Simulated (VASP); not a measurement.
These are r2SCAN+rVV10, VASP's PBE PAW potentials (set 64) (plane waves; VASP) values and carry that method's errors.

Input for VASP

File KPOINTS:
```
Automatic mesh
0
Gamma
7 7 4
0 0 0
```

**KPOINTS_OPT**
```
k-points along high-symmetry lines
6
Line-mode
Reciprocal
  0.000000   0.000000   0.000000 ! GAMMA
  0.500000   0.000000   0.000000 ! M

  0.500000   0.000000   0.000000 ! M
  0.333333   0.333333   0.000000 ! K

  0.333333   0.333333   0.000000 ! K
  0.000000   0.000000   0.000000 ! GAMMA

  0.000000   0.000000   0.000000 ! GAMMA
  0.000000   0.000000   0.500000 ! A

  0.000000   0.000000   0.500000 ! A
  0.500000   0.000000   0.500000 ! L

  0.500000   0.000000   0.500000 ! L
  0.333333   0.333333   0.500000 ! H

  0.333333   0.333333   0.500000 ! H
  0.000000   0.000000   0.500000 ! A

  0.500000   0.000000   0.500000 ! L
  0.500000   0.000000   0.000000 ! M

  0.333333   0.333333   0.500000 ! H
  0.333333   0.333333   0.000000 ! K
```

**INCAR**
```
SYSTEM  =  MgI2
PREC  =  Accurate; ENCUT  =  520; LREAL  =  F
LASPH  =  T
EDIFF  =  1E-7; NELM  =  100; ALGO  =  Normal
LMAXMIX  =  4; LMIXTAU  =  T
ISMEAR  =  -5
METAGGA  =  R2SCAN; LUSE_VDW  =  T; BPARAM  =  11.95
CPARAM  =  0.0093
ISIF  =  2
LWAVE  =  F; LCHARG  =  F; LORBIT  =  11
NEDOS  =  601
LEFG  =  T
```

File POSCAR:
```
MgI2
6.895280
  0.3010887070  -0.5215008763   0.0000000000
  0.3010887070   0.5215008763   0.0000000000
  0.0000000000   0.0000000000   1.0000000064
Mg I
1 2
Direct
  0.0000000000   0.0000000000   1.0000000000
  0.3333330000   0.6666670000   0.2422743345
  0.6666670000   0.3333330000   0.7577256655
```

POTCAR, in this order: Mg I (PBE.64 set). Program: vasp_std.

The path is coarsely sampled, so an indirect gap can come out somewhat too large. Unless said otherwise, spin-orbit coupling is left out, though it shifts the bands of the heavy elements here.

Task: Predict the energy per atom (σ→0), band gap (over mesh and band path).

Result: 
```yaml
energy per atom (σ→0): -18.790 eV/atom
band gap (over mesh and band path): 4.08 eV
```

File OSZICAR:
```
...
DAV:  21    -0.563706531621E+02   -0.14831E-04   -0.32471E-06   704   0.241E-02    0.769E-03
DAV:  22    -0.563706548807E+02   -0.17186E-05   -0.11044E-06   716   0.960E-03    0.220E-03
DAV:  23    -0.563706574648E+02   -0.25841E-05   -0.32365E-07   740   0.758E-03    0.167E-03
DAV:  24    -0.563706572160E+02    0.24890E-06   -0.78635E-07   704   0.105E-02    0.148E-03
DAV:  25    -0.563706572225E+02   -0.65277E-08   -0.13041E-07   512   0.371E-03
   1 F= -.56370657E+02 E0= -.56370657E+02  d E =0.000000E+00
       N       E                     dE             ncg
       N       E                     dE             ncg
```

The compound is MgI2 in the 1T layered structure. It was relaxed first.
